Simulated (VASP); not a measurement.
VASP runs on NbP (space group I4_1md) share one base input (LDA (Ceperley-Alder, Perdew-Zunger), plane waves, VASP's LDA PAW potentials (set 64)) and change the settings named in each case.

**KPOINTS**
```
Automatic
0
gamma
  9 9 9
0 0 0
```

POSCAR:
```
NbP
11.5800980
 -0.1458966064   0.1458966064   0.5000000000
  0.1458966064  -0.1458966064   0.5000000000
  0.1458966064   0.1458966064  -0.5000000000
Nb P
2 2
Direct
  0.7498800000   0.7498800000   0.0000000000
  0.4998800000   0.9998800000   0.5000000000
  0.3327500000   0.3327500000   0.0000000000
  0.0827500000   0.5827500000   0.5000000000
```

**INCAR**
```
SYSTEM = NbP
PREC = Accurate; ENCUT = 300; LREAL = .FALSE.
LASPH = .TRUE.
EDIFF = 1E-6; NELM = 100; ALGO = Normal
LMAXMIX = 4
ISMEAR = -1; SIGMA = 0.136
ISIF = 2
LWAVE = .FALSE.; LCHARG = .FALSE.
```

POTCAR, in this order: Nb_sv P (LDA.64 set). Program: vasp_std.

| change | E(σ→0) (eV/atom) | pressure (GPa) | largest force (eV/Å) | −TS (eV) |
|---|---|---|---|---|
| base run | -9.6993 | -14.16 | 0.000 | -0.0751 |
| EDIFF = 1E-09, ENCUT = 420, KPOINTS 13×13×13 Γ-centred mesh | -9.7025 | [?] | 0.000 | [?] |
| ENCUT = 180, KPOINTS 3×3×3 Γ-centred mesh shifted by (0.5, 0.5, 0.5) | -9.2166 | -108.46 | 0.011 | -0.1078 |
| ENCUT = 180, KPOINTS 1×1×1 Γ-centred mesh | -8.2250 | -96.52 | 2.579 | -0.0002 |
| EDIFF = 1E-04, ENCUT = 150, KPOINTS 2×2×2 Γ-centred mesh shifted by (0.5, 0.5, 0.5) | -7.6438 | -241.96 | 0.241 | -0.1835 |
| ENCUT = 150, ISMEAR = 1, SIGMA = 0.2, KPOINTS 8×8×8 Γ-centred mesh | -7.7235 | -247.26 | 0.015 | -0.0010 |

Question: Some entries are withheld; supply them.

Answer: 
- EDIFF = 1E-09, ENCUT = 420, KPOINTS 13×13×13 Γ-centred mesh, pressure (GPa): -13.75
- EDIFF = 1E-09, ENCUT = 420, KPOINTS 13×13×13 Γ-centred mesh, −TS (eV): -0.0703

Energies of different potentials or functionals have different zeros.  At 300 eV the pressure can carry a Pulay error.

Left out are runs that ran out of time, are held back, or changed the cell or the kind of run, fixed moments of cells without a moment, rows past the twelfth, gaps on odd meshes, pressures of charged cells and columns that move by less than the noise.

The structure comes from a computed database's NbP entry; how it stands against other phases isn't given here. The cell was not relaxed at this level, its lattice was scaled by up to 2.5 %.
